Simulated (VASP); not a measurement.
```
CELL_PARAMETERS angstrom
      0.00000     3.22320     3.22320
      3.22320     0.00000     3.22320
      3.22320     3.22320     0.00000
ATOMIC_POSITIONS crystal
  Sn 0.00000 0.00000 0.00000
  Te 0.50000 0.50000 0.50000
```

The base run (VASP): PBE GGA, plane waves, VASP's PBE PAW potentials (set 64). Numerical set-up: 400 eV cut-off, 7×7×7 Γ-centred mesh, Gaussian smearing of 0.050 eV, potentials Sn_d Te.

One setting is varied; ΔE counts from the most expensive setting. The base run took about 8 core-seconds. Times come from single runs on busy shared machines, so they are rough: good to a factor of about 2.

Pressures at a finite cut-off, here 400 eV, hold a Pulay part, which wasn't tested here.

```tsv
setting	cost over the base run	electronic steps	ΔE (meV/atom)	pressure (GPa)
KGAMMA = .TRUE., KSPACING = 0.6, KPOINTS file removed	about 1/2	12	-43.2	-0.86
KGAMMA = .TRUE., KSPACING = 0.4, KPOINTS file removed	within a factor of 2	12	-1.2	-0.75
KGAMMA = .TRUE., KSPACING = 0.35, KPOINTS file removed	within a factor of 2	12	-1.2	-0.75
KGAMMA = .FALSE., KSPACING = 0.25, KPOINTS file removed	within a factor of 2	12	-0.8	-0.78
base run	reference	12	-0.8	-0.78
KGAMMA = .TRUE., KSPACING = 0.2, KPOINTS file removed	within a factor of 2	12	0.0	-0.74
```

Left out are runs that failed, have no time on record or changed the cell.

The compound is SnTe in the rock salt structure, which distorts at low temperature. The cell was not relaxed at this level.
